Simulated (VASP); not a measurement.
Computed with PBEsol GGA, VASP's PBE PAW potentials (set 64) (plane waves; VASP).

A VASP calculation is set up with these files.

**POSCAR**
```
ZrC(110) slab
1
    3.3035459319     0.0000000000     0.0000000000
    0.0000000000     4.6719192803    -0.0000000000
   -0.0000000000    -0.0000000000    24.8210184778
Zr C
6 6
Direct
  0.0000000000   0.0000000000   0.3336320000
  0.5000000000   0.5000000000   0.4001790000
  0.0000000000   0.0000000000   0.4667260000
  0.5000000000   0.5000000000   0.5332740000
  0.0000000000   0.0000000000   0.5998210000
  0.5000000000   0.5000000000   0.6663680000
  0.5000000000   0.0000000000   0.4001790000
  0.0000000000   0.5000000000   0.3336320000
  0.5000000000   0.0000000000   0.5332740000
  0.0000000000   0.5000000000   0.4667260000
  0.5000000000   0.0000000000   0.6663680000
  0.0000000000   0.5000000000   0.5998210000
```

### INCAR
```
LREAL = .False.   # projection in real space or not
GGA = PS
SYSTEM = ZrC(110) slab
EDIFFG = -0.03   # ionic stop
ISIF = 2
NELMIN = 4
EDIFF = 1E-5   # SCF stop (eV)
ISMEAR = 1   # Methfessel-Paxton
ENCUT = 450
LDIPOL = .True.
NSW = 50   # most ionic steps
LCHARG = .False.
LWAVE = .True.
NELM = 100
DIPOL = 0.5 0.5 0.5
ALGO = Normal   # blocked Davidson
LMAXMIX = 4   # l cut-off of mixed one-centre charges
PREC = Normal
LASPH = .True.   # aspherical one-centre terms
IDIPOL = 3
SIGMA = 0.1   # width (eV)
IBRION = 2   # conjugate gradients
```

### KPOINTS
```
Automatic mesh
0
Gamma
8 6 1
0 0 0
```

POTCAR, in this order: Zr_sv C (PBE.64 set). Program: vasp_std.

Output

**OUTCAR**
```
 ion  position               nearest neighbor table
   1  0.000  0.000  0.334-   7 2.34   7 2.34   8 2.34   8 2.34   3 3.30   2 3.30   2 3.30   2 3.30
                             2 3.30
   2  0.500  0.500  0.400-   8 2.34  10 2.34   8 2.34  10 2.34   7 2.34   7 2.34   3 3.30   3 3.30
                             1 3.30   3 3.30   1 3.30   1 3.30   1 3.30   3 3.30   4 3.30
   3  0.000  0.000  0.467-   7 2.34   7 2.34  10 2.34  10 2.34   9 2.34   9 2.34   1 3.30   2 3.30
                             2 3.30   2 3.30   2 3.30   5 3.30   4 3.30   4 3.30   4 3.30   4 3.30
   4  0.500  0.500  0.533-  12 2.34  12 2.34   9 2.34   9 2.34  10 2.34  10 2.34   6 3.30   5 3.30
                             5 3.30   5 3.30   5 3.30   2 3.30   3 3.30   3 3.30   3 3.30   3 3.30
   5  0.000  0.000  0.600-   9 2.34  11 2.34   9 2.34  11 2.34  12 2.34  12 2.34   6 3.30   6 3.30
                             4 3.30   6 3.30   4 3.30   4 3.30   4 3.30   6 3.30   3 3.30
   6  0.500  0.500  0.666-  12 2.34  12 2.34  11 2.34  11 2.34   4 3.30   5 3.30   5 3.30   5 3.30
                             5 3.30
   7  0.500  0.000  0.400-   1 2.34   3 2.34   1 2.34   3 2.34   2 2.34   2 2.34
   8  0.000  0.500  0.334-   2 2.34   2 2.34   1 2.34   1 2.34
   9  0.500  0.000  0.533-   5 2.34   5 2.34   4 2.34   4 2.34   3 2.34   3 2.34
  10  0.000  0.500  0.467-   2 2.34   2 2.34   3 2.34   3 2.34   4 2.34   4 2.34
  11  0.500  0.000  0.666-   5 2.34   5 2.34   6 2.34   6 2.34
  12  0.000  0.500  0.600-   4 2.34   6 2.34   4 2.34   6 2.34   5 2.34   5 2.34
  LATTYP: Found a simple orthorhombic cell.
 ALAT       =     3.3035459319
 B/A-ratio  =     1.4142135077
 C/A-ratio  =     7.5134473652
 Subroutine PRICEL returns:
 Original cell was already a primitive cell.
 Subroutine GETGRP returns: Found  8 space group operations
The static configuration has the point symmetry C_2v.
 The point group associated with its full space group is D_2h.
The dynamic configuration has the point symmetry C_2v.
 Subroutine INISYM returns: Found  8 space group operations
 Subroutine IBZKPT returns following result:
 Found     20 irreducible k-points:

 Following reciprocal coordinates:
            Coordinates               Weight
  0.000000  0.000000  0.000000      1.000000
  0.125000  0.000000  0.000000      2.000000
  0.250000  0.000000  0.000000      2.000000
  0.375000  0.000000  0.000000      2.000000
  0.500000  0.000000  0.000000      1.000000
  0.000000  0.166667  0.000000      2.000000
  0.125000  0.166667  0.000000      4.000000
  0.250000  0.166667  0.000000      4.000000
  0.375000  0.166667  0.000000      4.000000
  0.500000  0.166667  0.000000      2.000000
  0.000000  0.333333  0.000000      2.000000
  0.125000  0.333333  0.000000      4.000000
  0.250000  0.333333  0.000000      4.000000
  0.375000  0.333333  0.000000      4.000000
  0.500000  0.333333  0.000000      2.000000
  0.000000  0.500000  0.000000      1.000000
  0.125000  0.500000  0.000000      2.000000
  0.250000  0.500000  0.000000      2.000000
  0.375000  0.500000  0.000000      2.000000
  0.500000  0.500000  0.000000      1.000000
   k-points           NKPTS =     20   k-points in BZ     NKDIM =     20   number of bands    NBANDS=     57
   number of dos      NEDOS =    301   number of ions     NIONS =     12
   total plane-waves  NPLWV =  60480
   dimension x,y,z NGX =    18 NGY =   24 NGZ =  140
   dimension x,y,z NGXF=    36 NGYF=   48 NGZF=  280
   ions per type =               6   6
   PREC   = normal    normal or accurate (medium, high low for compatibility)
   ISTART =      0    job   : 0-new  1-cont  2-samecut
   ICHARG =      2    charge: 1-file 2-atom 10-const
   ISPIN  =      1    spin polarized calculation?
   LNONCOLLINEAR =      F non collinear calculations
   LSORBIT =      F    spin-orbit coupling
   INIWAV =      1    electr: 0-lowe 1-rand  2-diag
   ENCUT  =  450.0 eV  33.07 Ry    5.75 a.u.   5.71  8.08 42.93*2*pi/ulx,y,z
   NELM   =    100;   NELMIN=  4; NELMDL= -5     # of ELM steps
   EDIFF  = 0.1E-04   stopping-criterion for ELM
   LREAL  =      F    real-space projection
   NLSPLINE    = F    spline interpolate recip. space projectors
   LMAXMIX     =    4 max onsite mixed and CHGCAR
   VOSKOWN=      0    Vosko Wilk Nusair interpolation
...
```

File OSZICAR:
```
...
DAV:  22    -0.116108965446E+03   -0.50340E-04   -0.29046E-06  1667   0.329E-03    0.176E-03
DAV:  23    -0.116108996493E+03   -0.31047E-04   -0.32150E-06  1664   0.266E-03    0.433E-04
DAV:  24    -0.116109010140E+03   -0.13648E-04   -0.15117E-06  1617   0.171E-03    0.317E-04
DAV:  25    -0.116109012680E+03   -0.25396E-05   -0.47301E-07  1588   0.115E-03
   1 F= -.11610901E+03 E0= -.11610726E+03  d E =-.116109E+03
       N       E                     dE             d eps       ncg     rms          rms(c)
DAV:   1    -0.116275866138E+03   -0.16686E+00   -0.13660E+02  2280   0.582E+01    0.442E+00
DAV:   2    -0.116607394239E+03   -0.33153E+00   -0.39382E+00  2820   0.900E+00    0.228E+00
DAV:   3    -0.116601798211E+03    0.55960E-02   -0.39215E-01  2952   0.260E+00    0.126E+00
DAV:   4    -0.116580431524E+03    0.21367E-01   -0.12923E-01  2844   0.185E+00    0.498E-01
DAV:   5    -0.116577277945E+03    0.31536E-02   -0.25986E-02  3139   0.785E-01    0.264E-01
DAV:   6    -0.116577299070E+03   -0.21124E-04   -0.25522E-03  2814   0.192E-01    0.126E-01
DAV:   7    -0.116577124068E+03    0.17500E-03   -0.97161E-04  2869   0.137E-01    0.341E-02
DAV:   8    -0.116577125785E+03   -0.17166E-05   -0.19898E-04  2768   0.565E-02    0.154E-02
DAV:   9    -0.116577135564E+03   -0.97790E-05   -0.49135E-05  2197   0.254E-02
   2 F= -.11657714E+03 E0= -.11657797E+03  d E =-.468123E+00
       N       E                     dE             d eps       ncg     rms          rms(c)
DAV:   1    -0.116582997283E+03   -0.58715E-02   -0.46766E+00  2280   0.111E+01    0.833E-01
DAV:   2    -0.116591292091E+03   -0.82948E-02   -0.11154E-01  2846   0.161E+00    0.533E-01
DAV:   3    -0.116591299432E+03   -0.73409E-05   -0.15368E-02  2870   0.569E-01    0.225E-01
DAV:   4    -0.116590456485E+03    0.84295E-03   -0.48677E-03  2819   0.382E-01    0.730E-02
DAV:   5    -0.116590331988E+03    0.12450E-03   -0.98043E-04  3022   0.145E-01    0.466E-02
DAV:   6    -0.116590327559E+03    0.44284E-05   -0.10571E-04  2399   0.399E-02    0.216E-02
DAV:   7    -0.116590324598E+03    0.29610E-05   -0.35471E-05  2084   0.255E-02
   3 F= -.11659032E+03 E0= -.11659139E+03  d E =-.481312E+00
       N       E                     dE             d eps       ncg     rms          rms(c)
DAV:   1    -0.116618598895E+03   -0.28271E-01   -0.13210E+01  2280   0.181E+01    0.709E-01
DAV:   2    -0.116637219660E+03   -0.18621E-01   -0.28134E-01  2904   0.244E+00    0.365E-01
DAV:   3    -0.116635559348E+03    0.16603E-02   -0.17596E-02  3448   0.501E-01    0.244E-01
DAV:   4    -0.116634975504E+03    0.58384E-03   -0.48549E-03  2791   0.305E-01    0.109E-01
DAV:   5    -0.116634892910E+03    0.82594E-04   -0.11637E-03  2813   0.163E-01    0.464E-02
DAV:   6    -0.116634878739E+03    0.14171E-04   -0.14951E-04  2495   0.621E-02    0.244E-02
DAV:   7    -0.116634876936E+03    0.18028E-05   -0.32719E-05  2140   0.268E-02
   4 F= -.11663488E+03 E0= -.11663511E+03  d E =-.445523E-01
       N       E                     dE             d eps       ncg     rms          rms(c)
DAV:   1    -0.116635473879E+03   -0.59514E-03   -0.95232E+00  2280   0.153E+01    0.688E-01
DAV:   2    -0.116646823570E+03   -0.11350E-01   -0.21159E-01  2904   0.210E+00    0.355E-01
DAV:   3    -0.116645279884E+03    0.15437E-02   -0.15653E-02  3438   0.452E-01    0.236E-01
DAV:   4    -0.116644777143E+03    0.50274E-03   -0.37816E-03  2781   0.257E-01    0.951E-02
DAV:   5    -0.116644734985E+03    0.42157E-04   -0.85686E-04  2901   0.141E-01    0.420E-02
DAV:   6    -0.116644715710E+03    0.19275E-04   -0.12363E-04  2392   0.591E-02    0.213E-02
DAV:   7    -0.116644715185E+03    0.52529E-06   -0.28584E-05  2086   0.269E-02
   5 F= -.11664472E+03 E0= -.11664482E+03  d E =-.543906E-01
       N       E                     dE             d eps       ncg     rms          rms(c)
DAV:   1    -0.116659072151E+03   -0.14356E-01   -0.43288E+00  2280   0.903E+00    0.545E-01
DAV:   2    -0.116659898593E+03   -0.82644E-03   -0.66113E-02  2895   0.106E+00    0.295E-01
DAV:   3    -0.116659025876E+03    0.87272E-03   -0.74486E-03  3182   0.308E-01    0.177E-01
DAV:   4    -0.116658749601E+03    0.27627E-03   -0.20843E-03  2832   0.163E-01    0.506E-02
DAV:   5    -0.116658733685E+03    0.15916E-04   -0.33793E-04  2654   0.940E-02    0.315E-02
DAV:   6    -0.116658730941E+03    0.27445E-05   -0.71737E-05  2268   0.383E-02
   6 F= -.11665873E+03 E0= -.11665830E+03  d E =-.140158E-01
       N       E                     dE             d eps       ncg     rms          rms(c)
DAV:   1    -0.116659781892E+03   -0.10482E-02   -0.58752E-01  2282   0.333E+00    0.206E-01
DAV:   2    -0.116659928682E+03   -0.14679E-03   -0.93154E-03  2935   0.391E-01    0.115E-01
DAV:   3    -0.116659794896E+03    0.13379E-03   -0.11321E-03  3173   0.118E-01    0.709E-02
DAV:   4    -0.116659753257E+03    0.41639E-04   -0.28565E-04  2456   0.616E-02    0.194E-02
DAV:   5    -0.116659753077E+03    0.18026E-06   -0.48810E-05  2294   0.369E-02
   7 F= -.11665975E+03 E0= -.11665919E+03  d E =-.150379E-01
       N       E                     dE             d eps       ncg     rms          rms(c)
DAV:   1    -0.116659983444E+03   -0.23019E-03   -0.35653E+00  2282   0.942E+00    0.325E-01
DAV:   2    -0.116665667871E+03   -0.56844E-02   -0.68672E-02  2650   0.134E+00    0.179E-01
DAV:   3    -0.116665871878E+03   -0.20401E-03   -0.33635E-03  3406   0.201E-01    0.112E-01
DAV:   4    -0.116665862580E+03    0.92981E-05   -0.21701E-04  2966   0.732E-02    0.295E-02
DAV:   5    -0.116665863188E+03   -0.60809E-06   -0.51690E-05  2496   0.335E-02
   8 F= -.11666586E+03 E0= -.11666535E+03  d E =-.611011E-02
       N       E                     dE             d eps       ncg     rms          rms(c)
DAV:   1    -0.116665777189E+03    0.85391E-04   -0.19722E-01  2282   0.222E+00    0.740E-02
DAV:   2    -0.116666088184E+03   -0.31099E-03   -0.37433E-03  2672   0.312E-01    0.413E-02
DAV:   3    -0.116666097481E+03   -0.92975E-05   -0.16966E-04  3012   0.464E-02    0.254E-02
DAV:   4    -0.116666095963E+03    0.15188E-05   -0.90558E-06  1637   0.170E-02
   9 F= -.11666610E+03 E0= -.11666559E+03  d E =-.634289E-02
       N       E                     dE             d eps       ncg     rms          rms(c)
DAV:   1    -0.116667093861E+03   -0.99638E-03   -0.41400E-01  2282   0.341E+00    0.183E-01
DAV:   2    -0.116667412766E+03   -0.31891E-03   -0.60524E-03  2702   0.440E-01    0.792E-02
DAV:   3    -0.116667400420E+03    0.12347E-04   -0.36164E-04  3188   0.716E-02    0.336E-02
DAV:   4    -0.116667399225E+03    0.11943E-05   -0.38373E-05  2215   0.293E-02
  10 F= -.11666740E+03 E0= -.11666695E+03  d E =-.130326E-02
       N       E                     dE             d eps       ncg     rms          rms(c)
DAV:   1    -0.116667620805E+03   -0.22039E-03   -0.40636E-01  2280   0.338E+00    0.183E-01
DAV:   2    -0.116667927025E+03   -0.30622E-03   -0.59706E-03  2711   0.441E-01    0.788E-02
DAV:   3    -0.116667917646E+03    0.93788E-05   -0.37160E-04  3173   0.732E-02    0.349E-02
DAV:   4    -0.116667916684E+03    0.96266E-06   -0.50975E-05  2286   0.348E-02
  11 F= -.11666792E+03 E0= -.11666752E+03  d E =-.182072E-02
       N       E                     dE             d eps       ncg     rms          rms(c)
DAV:   1    -0.116667504131E+03    0.41352E-03   -0.59558E-01  2280   0.377E+00    0.168E-01
DAV:   2    -0.116668570452E+03   -0.10663E-02   -0.12433E-02  2619   0.536E-01    0.113E-01
DAV:   3    -0.116668542842E+03    0.27610E-04   -0.62799E-04  3123   0.102E-01    0.610E-02
DAV:   4    -0.116668541768E+03    0.10744E-05   -0.21347E-04  2846   0.679E-02    0.315E-02
DAV:   5    -0.116668533574E+03    0.81939E-05   -0.56259E-05  2259   0.419E-02
  12 F= -.11666853E+03 E0= -.11666816E+03  d E =-.616890E-03
```

File OUTCAR:
```
------------------------ aborting loop because EDIFF is reached ----------------------------------------
  FORCE on cell =-STRESS in cart. coord.  units (eV):
  Direction    XX          YY          ZZ          XY          YZ          ZX
  --------------------------------------------------------------------------------------
  Total        6.2326339     -8.6643411     -0.3218075      0.0000000      0.0000000      0.0000000
  in kB       26.0667519    -36.2368842     -1.3458957      0.0000000      0.0000000      0.0000000
  external PRESSURE =      -3.8386760 kB  Pullay stress =       0.0000000 kB
  volume of cell :      383.09
      direct lattice vectors                 reciprocal lattice vectors
     3.303545932  0.000000000  0.000000000     0.302705039  0.000000000  0.000000000
     0.000000000  4.671919280  0.000000000     0.000000000  0.214044794  0.000000000
     0.000000000  0.000000000 24.821018478     0.000000000  0.000000000  0.040288435
 POSITION                                       TOTAL-FORCE (eV/Angst)
 -----------------------------------------------------------------------------------
      0.00000      0.00000      8.42162         0.000000      0.000000     -0.011885
      1.65177      2.33596      9.89243         0.000000      0.000000      0.011642
      0.00000      0.00000     11.63346         0.000000      0.000000      0.016716
      1.65177      2.33596     13.18755         0.000000      0.000000     -0.016716
      0.00000      0.00000     14.92859         0.000000      0.000000     -0.011642
      1.65177      2.33596     16.39939         0.000000      0.000000      0.011885
      1.65177      0.00000      9.84515         0.000000      0.000000      0.003552
      0.00000      2.33596      8.39356         0.000000      0.000000      0.008013
      1.65177      0.00000     13.19485         0.000000      0.000000     -0.004426
      0.00000      2.33596     11.62617         0.000000      0.000000      0.004426
      1.65177      0.00000     16.42746         0.000000      0.000000     -0.008013
      0.00000      2.33596     14.97586         0.000000      0.000000     -0.003552
 -----------------------------------------------------------------------------------
    total drift:                                0.000000     -0.000000      0.000000
  FREE ENERGIE OF THE ION-ELECTRON SYSTEM (eV)
  ---------------------------------------------------
  free  energy   TOTEN  =      -116.6685335740 eV

  energy  without entropy=     -116.6674108322  energy(sigma->0) =     -116.66815933

 reached required accuracy - stopping structural energy minimisation
```
(Selected blocks of OUTCAR.)

CONTCAR:
```
ZrC(110) slab
   1.00000000000000
     3.3035459319000000    0.0000000000000000    0.0000000000000000
     0.0000000000000000    4.6719192803000000    0.0000000000000000
     0.0000000000000000    0.0000000000000000   24.8210184777999991
  Zr              C
     6     6
Direct
     0.0000000000000000    0.0000000000000000    0.3392940819008448
     0.5000000000000000    0.5000000000000000    0.3985505681653808
     0.0000000000000000    0.0000000000000000    0.4686940500529569
     0.5000000000000000    0.5000000000000000    0.5313059499470433
     0.0000000000000000    0.0000000000000000    0.6014494318346191
     0.5000000000000000    0.5000000000000000    0.6607059180991551
     0.5000000000000000    0.0000000000000000    0.3966458301268685
     0.0000000000000000    0.5000000000000000    0.3381632792353940
     0.5000000000000000    0.0000000000000000    0.5315998597973135
     0.0000000000000000    0.5000000000000000    0.4684001402026866
     0.5000000000000000    0.0000000000000000    0.6618367207646059
     0.0000000000000000    0.5000000000000000    0.6033541698731314
```

At this cut-off the stress carries a Pulay error, which pulls relaxed volumes low.

The cell is a thin slab with vacuum, built from ZrC (rock salt): (110) face.
